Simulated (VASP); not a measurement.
Given:

```
CELL_PARAMETERS angstrom
      0.00000     2.29828     2.30392
      2.37110     0.00000     2.30392
      2.37110     2.29828     0.00000
ATOMIC_POSITIONS crystal
  Hf 0.00000 0.00000 0.00000
  C  0.48286 0.51714 0.51714
```

Level of theory: PBE GGA, VASP's PBE PAW potentials (set 64) (plane waves; VASP). Numerical set-up: EDIFF = 1E-5, 520 eV cut-off, 12×12×12 Γ-centred mesh, first-order Methfessel-Paxton smearing of 0.10 eV, potentials Hf_pv C.

Unless said otherwise, spin-orbit coupling is left out, though it shifts the bands of the heavy elements here.

Q: Predict the energy per atom (σ→0), largest force, band gap (on the k-mesh) with the smallest direct gap where there is one.

A: 
The band gap (on the k-mesh) comes out as none (metal, semimetal or under 0.01 eV). The energy per atom (σ→0) is -10.504 eV/atom and the largest force is 0.460 eV/Å.

The compound is HfC in the rock salt structure. The cell was not relaxed at this level, atoms are displaced from their ideal sites. The run is one of a series of settings (EDIFF = 1E-5 against the base run), some of them coarse on purpose.
